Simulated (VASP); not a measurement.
```xyz
1
Lattice="0.0000 1.8236 1.8236 1.8236 0.0000 1.8236 1.8236 1.8236 0.0000" Properties=species:S:1:pos:R:3 pbc="T T T"
Al     0.0000     0.0000     0.0000
```

All values below come from PBEsol GGA, VASP's PBE PAW potentials (set 64) (plane waves; VASP). Run with 500 eV cut-off, 17×17×17 Γ-centred mesh, first-order Methfessel-Paxton smearing of 0.10 eV, potentials Al.

Question: Estimate the energy per atom (σ→0), pressure, band gap (on the k-mesh) with the smallest direct gap where there is one.

Answer: 
The band gap (on the k-mesh) is none (metal, semimetal or under 0.01 eV) and the energy per atom (σ→0) is -3.653 eV/atom. The pressure comes out as 44.95 GPa.

Total energies compare only between runs with the same potentials, cut-off and functional.

The compound is Al in the fcc structure. It was relaxed first under an external pressure of 45 GPa.
